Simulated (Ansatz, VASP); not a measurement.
**Cross-check of Zr3Ta7 between VASP and Ansatz**

One calculation is typed for both programs; each brings its own data sets and cutoff. How far apart do they land? The structure shown is the end of the VASP relaxation below.

Method: plane waves, with VASP 6.6.1 beside it; single point at PBE, in Ansatz 0.2.0.

## (1) The starting structure

The cell holds 20 atoms: 6 Zr and 14 Ta. Its edges and angles: a = 6.620 Å, b = 6.620 Å, c = 20.620 Å, α = 90.0°, β = 90.0°, γ = 90.0°. It derives from Ta. As first built, before any earlier steps moved the atoms (in the runner's words): kind: overlayer; added: Zr; how: three quarters in the top layer, both faces;. Regions: layer 1, 4 atoms (1 Ta and 3 Zr); layer 2, 4 atoms (4 Ta); layer 3, 4 atoms (4 Ta); other layers, 8 atoms (5 Ta and 3 Zr). Vacuum lies along c.

## (2) VASP: relaxation, PBE

This run makes the geometry at which the two programs are then compared.

Lines of VASP's logs that name or quote its potential files are left out, and so is its time.

Input file INCAR:

```
SYSTEM = Zr3Ta7
PREC = Normal
ENCUT = 330
EDIFF = 1E-05
NELM = 100
ISMEAR = 0
SIGMA = 0.1
LREAL = Auto
ALGO = Fast
GGA = PE
NBANDS = 140
LWAVE = .FALSE.
LCHARG = .FALSE.
NCORE = 8
IBRION = 2
NSW = 50
ISIF = 0
EDIFFG = -0.05
```

Input file POSCAR:

```
Zr3Ta7
1.0
    6.6200000000      0.0000000000      0.0000000000
    0.0000000000      6.6200000000      0.0000000000
    0.0000000000      0.0000000000     20.6200000000
Zr Ta
6 14
Selective dynamics
Direct
    0.0000000000      0.0000000000      0.6605237630  T T T
    0.5000000000      0.0000000000      0.6605237630  T T T
    0.0000000000      0.5000000000      0.6605237630  T T T
    0.0000000000      0.0000000000      0.3394762370  T T T
    0.5000000000      0.0000000000      0.3394762370  T T T
    0.0000000000      0.5000000000      0.3394762370  T T T
    0.5000000000      0.5000000000      0.6605237630  T T T
    0.2500000000      0.2500000000      0.5802618820  T T T
    0.7500000000      0.2500000000      0.5802618820  T T T
    0.2500000000      0.7500000000      0.5802618820  T T T
    0.7500000000      0.7500000000      0.5802618820  T T T
    0.0000000000      0.0000000000      0.5000000000  F F F
    0.5000000000      0.0000000000      0.5000000000  F F F
    0.0000000000      0.5000000000      0.5000000000  F F F
    0.5000000000      0.5000000000      0.5000000000  F F F
    0.2500000000      0.2500000000      0.4197381180  T T T
    0.7500000000      0.2500000000      0.4197381180  T T T
    0.2500000000      0.7500000000      0.4197381180  T T T
    0.7500000000      0.7500000000      0.4197381180  T T T
    0.5000000000      0.5000000000      0.3394762370  T T T
```

Input file KPOINTS:

```
Automatic mesh
0
Gamma
3 3 1
0 0 0
```

The projector-augmented-wave data sets are Zr_sv and Ta_pv (PBE family, release 64).

Started as:

```sh
$ mpirun -np 8 vasp_std
```

Numbers of over 12 decimals in the logs are rounded to 6 here.

The log of the run:

```text
[banner, memory and clock lines left out]
running    8 mpi-ranks, on    1 nodes
 distrk:  each k-point on    8 cores,    1 groups
 distr:  one band on    8 cores,    1 groups

 POSCAR found type information on POSCAR ZrTa
 POSCAR found :  2 types and      20 ions
|                                                                             |
|           W    W    AA    RRRRR   N    N  II  N    N   GGGG   !!!           |
|           W    W   A  A   R    R  NN   N  II  NN   N  G    G  !!!           |
|           W    W  A    A  R    R  N N  N  II  N N  N  G       !!!           |
|           W WW W  AAAAAA  RRRRR   N  N N  II  N  N N  G  GGG   !            |
|           WW  WW  A    A  R   R   N   NN  II  N   NN  G    G                |
|           W    W  A    A  R    R  N    N  II  N    N   GGGG   !!!           |
|                                                                             |
|     For optimal performance we recommend to set                             |
|       NCORE = 2 up to number-of-cores-per-socket                            |
|     NCORE specifies how many cores store one orbital (NPAR=cpu/NCORE).      |
|     This setting can greatly improve the performance of VASP for DFT.       |
|     The default, NCORE=1 might be grossly inefficient on modern             |
|     multi-core architectures or massively parallel machines. Do your        |
|     Unfortunately you need to use the default for GW and RPA                |
|     calculations (for HF NCORE is supported but not extensively tested      |
|     yet).                                                                   |
|                                                                             |

 LDA part: xc-table for (Slater+PW92), standard interpolation
 POSCAR, INCAR and KPOINTS ok, starting setup
 FFT: planning ... GRIDC
 FFT: planning ... GRID_SOFT
 FFT: planning ... GRID
 WAVECAR not read
 entering main loop
       N       E                     dE             d eps       ncg     rms          rms(c)
DAV:   1     0.172411183204E+04    0.17241E+04   -0.10436E+05  1056   0.106E+03
DAV:   2    -0.937808499764E+02   -0.18179E+04   -0.17637E+04   948   0.357E+02
DAV:   3    -0.215734703093E+03   -0.12195E+03   -0.11768E+03  1168   0.729E+01
DAV:   4    -0.229434831991E+03   -0.13700E+02   -0.13568E+02  1552   0.186E+01
DAV:   5    -0.230988755431E+03   -0.15539E+01   -0.15528E+01  1216   0.462E+00    0.571E+01
RMM:   6    -0.223535001541E+03    0.74538E+01   -0.15977E+02  1061   0.163E+01    0.268E+01
RMM:   7    -0.224591486303E+03   -0.10565E+01   -0.83284E+01   987   0.146E+01    0.201E+01
RMM:   8    -0.207131308008E+03    0.17460E+02   -0.13619E+01   914   0.721E+00    0.574E+00
RMM:   9    -0.206840568808E+03    0.29074E+00   -0.97364E+00  1131   0.375E+00    0.222E+00
RMM:  10    -0.206983822858E+03   -0.14325E+00   -0.24628E+00  1179   0.190E+00    0.167E+00
RMM:  11    -0.206999745849E+03   -0.15923E-01   -0.48471E-01  1119   0.113E+00    0.859E-01
RMM:  12    -0.207015215267E+03   -0.15469E-01   -0.28034E-01  1188   0.678E-01    0.513E-01
RMM:  13    -0.207024842022E+03   -0.96268E-02   -0.10835E-01  1174   0.438E-01    0.311E-01
RMM:  14    -0.207027133218E+03   -0.22912E-02   -0.44910E-02  1248   0.291E-01    0.151E-01
[...]
RMM:  19    -0.207030503014E+03   -0.21112E-03   -0.14082E-03  1212   0.543E-02    0.118E-02
RMM:  20    -0.207030716182E+03   -0.21317E-03   -0.79943E-04  1155   0.430E-02    0.970E-03
RMM:  21    -0.207030903117E+03   -0.18693E-03   -0.49356E-04  1123   0.362E-02    0.592E-03
RMM:  22    -0.207031192033E+03   -0.28892E-03   -0.31195E-04  1029   0.304E-02    0.552E-03
RMM:  23    -0.207031272222E+03   -0.80189E-04   -0.19229E-04   929   0.258E-02    0.360E-03
RMM:  24    -0.207031310989E+03   -0.38766E-04   -0.12686E-04   878   0.225E-02    0.387E-03
RMM:  25    -0.207031331544E+03   -0.20556E-04   -0.81261E-05   801   0.199E-02    0.427E-03
RMM:  26    -0.207031338736E+03   -0.71917E-05   -0.57644E-05   751   0.181E-02
   1 F= -.20703134E+03 E0= -.20698524E+03  d E =-.207031E+03
[...]
WARNING in EDDRMM: call to ZHEGV failed, returncode =   8  4    109
[... from here on, the cycles between the ionic steps are left out ...]
   3 F= -.20740613E+03 E0= -.20735165E+03  d E =-.374792E+00
[...]
WARNING in EDDRMM: call to ZHEGV failed, returncode =   6  3    103
   4 F= -.20746873E+03 E0= -.20741198E+03  d E =-.626031E-01
   5 F= -.20749872E+03 E0= -.20743839E+03  d E =-.925857E-01
   6 F= -.20749894E+03 E0= -.20743824E+03  d E =-.928107E-01
[...]
WARNING in EDDRMM: call to ZHEGV failed, returncode =   6  3    105
   7 F= -.20751128E+03 E0= -.20745270E+03  d E =-.123339E-01
   8 F= -.20751527E+03 E0= -.20745908E+03  d E =-.163301E-01
   9 F= -.20751556E+03 E0= -.20745902E+03  d E =-.166176E-01
 curvature:  -2.01 expect dE=-0.204E-02 dE for cont linesearch -0.142E-05
 trial: gam= 0.08941 g(F)=  0.102E-02 g(S)=  0.000E+00 ort =-0.103E-03 (trialstep = 0.174E+01)
 search vector abs. value=  0.112E-02
 bond charge predicted
       N       E                     dE             d eps       ncg     rms          rms(c)
DAV:   1    -0.207512671072E+03    0.28884E-02   -0.70089E-01   864   0.261E+00    0.210E-01
RMM:   2    -0.207515718496E+03   -0.30474E-02   -0.36975E-02   918   0.608E-01    0.103E-01
RMM:   3    -0.207516344488E+03   -0.62599E-03   -0.66854E-03  1013   0.220E-01    0.882E-02
RMM:   4    -0.207516377016E+03   -0.32528E-04   -0.13854E-03  1097   0.913E-02    0.512E-02
RMM:   5    -0.207516404847E+03   -0.27831E-04   -0.46747E-04  1061   0.490E-02    0.275E-02
RMM:   6    -0.207516398522E+03    0.63243E-05   -0.12415E-04   947   0.240E-02    0.168E-02
RMM:   7    -0.207516397749E+03    0.77372E-06   -0.47616E-05   803   0.138E-02
  10 F= -.20751640E+03 E0= -.20746048E+03  d E =-.838663E-03
 trial-energy change:   -0.000839  1 .order   -0.000847   -0.001755    0.000061
 step:   1.6846(harm=  1.6846)  dis= 0.00664  next Energy=  -207.516407 (dE=-0.848E-03)
 reached required accuracy - stopping structural energy minimisation
```

OUTCAR, selected parts (step 2):

```text
ion  position               nearest neighbor table
   1  0.000  0.000  0.661-   8 2.87   9 2.87  10 2.87  11 2.87  12 3.31   3 3.31   2 3.31   3 3.31
                             2 3.31
   2  0.500  0.000  0.661-   8 2.87   9 2.87  10 2.87  11 2.87  13 3.31   7 3.31   1 3.31   7 3.31
                             1 3.31
   3  0.000  0.500  0.661-   8 2.87   9 2.87  10 2.87  11 2.87  14 3.31   7 3.31   1 3.31   1 3.31
                             7 3.31
   4  0.000  0.000  0.339-  16 2.87  17 2.87  18 2.87  19 2.87  12 3.31   6 3.31   5 3.31   6 3.31
                             5 3.31
   5  0.500  0.000  0.339-  16 2.87  17 2.87  18 2.87  19 2.87  13 3.31   4 3.31  20 3.31  20 3.31
                             4 3.31
   6  0.000  0.500  0.339-  16 2.87  17 2.87  18 2.87  19 2.87  14 3.31   4 3.31  20 3.31   4 3.31
                            20 3.31
   7  0.500  0.500  0.661-   8 2.87   9 2.87  10 2.87  11 2.87  15 3.31   3 3.31   2 3.31   2 3.31
                             3 3.31
   8  0.250  0.250  0.580-   1 2.87   2 2.87   3 2.87   7 2.87  12 2.87  13 2.87  14 2.87  15 2.87
                             9 3.31  10 3.31  10 3.31   9 3.31  16 3.31
   9  0.750  0.250  0.580-   1 2.87   2 2.87   3 2.87   7 2.87  12 2.87  13 2.87  14 2.87  15 2.87
                             8 3.31  11 3.31  11 3.31   8 3.31  17 3.31
  10  0.250  0.750  0.580-   1 2.87   2 2.87   3 2.87   7 2.87  12 2.87  13 2.87  14 2.87  15 2.87
                             8 3.31  11 3.31   8 3.31  11 3.31  18 3.31
  11  0.750  0.750  0.580-   1 2.87   2 2.87   3 2.87   7 2.87  12 2.87  13 2.87  14 2.87  15 2.87
                             9 3.31  10 3.31   9 3.31  10 3.31  19 3.31
  12  0.000  0.000  0.500-   8 2.87   9 2.87  10 2.87  11 2.87  16 2.87  17 2.87  18 2.87  19 2.87
                             1 3.31   4 3.31  13 3.31  14 3.31  14 3.31  13 3.31
  13  0.500  0.000  0.500-   8 2.87   9 2.87  10 2.87  11 2.87  16 2.87  17 2.87  18 2.87  19 2.87
                             2 3.31   5 3.31  12 3.31  15 3.31  15 3.31  12 3.31
  14  0.000  0.500  0.500-   8 2.87   9 2.87  10 2.87  11 2.87  16 2.87  17 2.87  18 2.87  19 2.87
                             3 3.31   6 3.31  12 3.31  15 3.31  12 3.31  15 3.31
  15  0.500  0.500  0.500-   8 2.87   9 2.87  10 2.87  11 2.87  16 2.87  17 2.87  18 2.87  19 2.87
                             7 3.31  20 3.31  14 3.31  13 3.31  13 3.31  14 3.31
  16  0.250  0.250  0.420-   4 2.87   5 2.87   6 2.87  20 2.87  13 2.87  14 2.87  15 2.87  12 2.87
                            18 3.31  17 3.31  18 3.31  17 3.31   8 3.31
  17  0.750  0.250  0.420-   4 2.87   5 2.87   6 2.87  20 2.87  13 2.87  14 2.87  15 2.87  12 2.87
                            19 3.31  16 3.31  19 3.31  16 3.31   9 3.31
  18  0.250  0.750  0.420-   4 2.87   5 2.87   6 2.87  20 2.87  13 2.87  14 2.87  15 2.87  12 2.87
                            19 3.31  16 3.31  16 3.31  19 3.31  10 3.31
  19  0.750  0.750  0.420-   4 2.87   5 2.87   6 2.87  20 2.87  13 2.87  14 2.87  15 2.87  12 2.87
                            18 3.31  17 3.31  17 3.31  18 3.31  11 3.31
  20  0.500  0.500  0.339-  16 2.87  17 2.87  18 2.87  19 2.87  15 3.31   6 3.31   5 3.31   5 3.31
                             6 3.31

  LATTYP: Found a simple tetragonal cell.
 ALAT       =     6.6200000000
 C/A-ratio  =     3.1148036254

 Subroutine GETGRP returns: Found 16 space group operations
 (whereof 16 operations were pure point group operations)

The static configuration has the point symmetry D_4h.

 Found      3 irreducible k-points:

   k-points           NKPTS =      3   k-points in BZ     NKDIM =      3   number of bands    NBANDS=    140

   dimension x,y,z NGX =    30 NGY =   30 NGZ =   96
   dimension x,y,z NGXF=    60 NGYF=   60 NGZF=  192

   ENCUT  =  330.0 eV  24.25 Ry    4.92 a.u.   9.81  9.81 30.54*2*pi/ulx,y,z

   NELECT =     226.0000    total number of electrons

 k-points in reciprocal lattice and weights: Automatic mesh
   0.00000000  0.00000000  0.00000000       0.111
   0.33333333  0.00000000  0.00000000       0.444
   0.33333333  0.33333333  0.00000000       0.444

 average (electrostatic) potential at core
       1 -82.5904       2 -82.6307       3 -82.6307       4 -82.5904       5 -82.6307
       6 -82.6307       7 -41.5570       8 -41.0223       9 -41.0223      10 -41.0223
      11 -41.0223      12 -40.9477      13 -40.9335      14 -40.9335      15 -41.0642
      16 -41.0223      17 -41.0223      18 -41.0223      19 -41.0223      20 -41.5570

 E-fermi :   1.0754

 k-point     1 :       0.0000    0.0000    0.0000
  band No.  band energies     occupation
    ...
    105       0.8757      1.99526
    106       0.8908      1.99097
    107       1.0333      1.44822
    108       1.0333      1.44822
    109       1.1129      0.59610
    110       1.1886      0.10942
    111       1.2391      0.02061
    112       1.2746      0.00486
    113       1.4258      0.00000
    114       1.4258      0.00000
    ...

 k-point     2 :       0.3333    0.0000    0.0000
  band No.  band energies     occupation
    ...
    106       0.7273      2.00000
    107       0.8068      1.99985
    108       0.9178      1.97419
    109       0.9387      1.94675
    110       0.9747      1.84572
    111       1.1250      0.48305
    112       1.1263      0.47180
    113       1.1611      0.22566
    114       1.2177      0.04423
    115       1.3863      0.00001
    ...

 k-point     3 :       0.3333    0.3333    0.0000
  band No.  band energies     occupation
    ...
    113       0.7539      1.99999
    114       0.9054      1.98380
    115       0.9266      1.96471
    116       0.9775      1.83364
    117       0.9796      1.82436
    118       1.5316      0.00000
    119       1.7177      0.00000
    120       1.7226      0.00000
    121       1.8450      0.00000
    122       1.9253      0.00000
    ...

  energy-cutoff  :      330.00
  volume of cell :      903.66
      direct lattice vectors                 reciprocal lattice vectors
     6.620000000  0.000000000  0.000000000     0.151057402  0.000000000  0.000000000
     0.000000000  6.620000000  0.000000000     0.000000000  0.151057402  0.000000000
     0.000000000  0.000000000 20.620000000     0.000000000  0.000000000  0.048496605

 POSITION                                       TOTAL-FORCE (eV/Angst)
 -----------------------------------------------------------------------------------
      0.00000      0.00000     13.76222         0.000000      0.000000      0.003765
      3.31000      0.00000     13.72293         0.000000      0.000000      0.012052
      0.00000      3.31000     13.72293         0.000000      0.000000      0.012052
      0.00000      0.00000      6.85778         0.000000      0.000000     -0.003765
      3.31000      0.00000      6.89707         0.000000      0.000000     -0.012052
      0.00000      3.31000      6.89707         0.000000      0.000000     -0.012052
      3.31000      3.31000     13.45167         0.000000      0.000000      0.019201
      1.64831      1.64831     11.98625         0.014884      0.014884      0.008128
      4.97169      1.64831     11.98625        -0.014884      0.014884      0.008128
      1.64831      4.97169     11.98625         0.014884     -0.014884      0.008128
      4.97169      4.97169     11.98625        -0.014884     -0.014884      0.008128
      0.00000      0.00000     10.31000         0.000000      0.000000     -0.000000
      3.31000      0.00000     10.31000         0.000000      0.000000     -0.000000
      0.00000      3.31000     10.31000         0.000000      0.000000     -0.000000
      3.31000      3.31000     10.31000         0.000000      0.000000     -0.000000
      1.64831      1.64831      8.63375         0.014884      0.014884     -0.008128
      4.97169      1.64831      8.63375        -0.014884      0.014884     -0.008128
      1.64831      4.97169      8.63375         0.014884     -0.014884     -0.008128
      4.97169      4.97169      8.63375        -0.014884     -0.014884     -0.008128
      3.31000      3.31000      7.16833         0.000000      0.000000     -0.019201
 -----------------------------------------------------------------------------------
    total drift:                               -0.000000      0.000000      0.000000

  FREE ENERGIE OF THE ION-ELECTRON SYSTEM (eV)
  ---------------------------------------------------
  free  energy   TOTEN  =      -207.5163977487 eV

  energy  without entropy=     -207.4045575992  energy(sigma->0) =     -207.46047767

 reached required accuracy - stopping structural energy minimisation
```

CONTCAR:

```
Zr3Ta7
   1.00000000000000
     6.6200000000000001    0.0000000000000000    0.0000000000000000
     0.0000000000000000    6.6200000000000001    0.0000000000000000
     0.0000000000000000    0.0000000000000000   20.6200000000000010
  Zr              Ta
     6    14
Selective dynamics
Direct
     0.0000000000000000    0.0000000000000000    0.6674210646231613   T   T   T
     0.5000000000000000    0.0000000000000000    0.6655156075629177   T   T   T
     0.0000000000000000    0.5000000000000000    0.6655156075629177   T   T   T
     0.0000000000000000    0.0000000000000000    0.3325789353768389   T   T   T
     0.5000000000000000    0.0000000000000000    0.3344843924370822   T   T   T
     0.0000000000000000    0.5000000000000000    0.3344843924370822   T   T   T
     0.5000000000000000    0.5000000000000000    0.6523600962561100   T   T   T
     0.2489894225688365    0.2489894225688365    0.5812926591450461   T   T   T
     0.7510105774311635    0.2489894225688365    0.5812926591450461   T   T   T
     0.2489894225688365    0.7510105774311635    0.5812926591450461   T   T   T
     0.7510105774311635    0.7510105774311635    0.5812926591450461   T   T   T
     0.0000000000000000    0.0000000000000000    0.5000000000000000   F   F   F
     0.5000000000000000    0.0000000000000000    0.5000000000000000   F   F   F
     0.0000000000000000    0.5000000000000000    0.5000000000000000   F   F   F
     0.5000000000000000    0.5000000000000000    0.5000000000000000   F   F   F
     0.2489894225688365    0.2489894225688365    0.4187073408549539   T   T   T
     0.7510105774311635    0.2489894225688365    0.4187073408549539   T   T   T
     0.2489894225688365    0.7510105774311635    0.4187073408549539   T   T   T
     0.7510105774311635    0.7510105774311635    0.4187073408549539   T   T   T
     0.5000000000000000    0.5000000000000000    0.3476399037438901   T   T   T
```

The run keeps the 16 symmetry operations of its start, so it cannot find a distortion of lower symmetry.

(Part 1 of 2 ends here.)

[Lines on the potential files, build, host, timing and source positions are cut from VASP's logs without a mark.]

[Logs are printed without paths, hosts, clocks, repeated set-up lines and the standing remarks that a program may print on its own settings, such as how far it seeks lower states.]

[Hosts, paths, dates, database ids (printed as entryN), source tags and the programs' standing remarks are cut or masked in the printed files.]
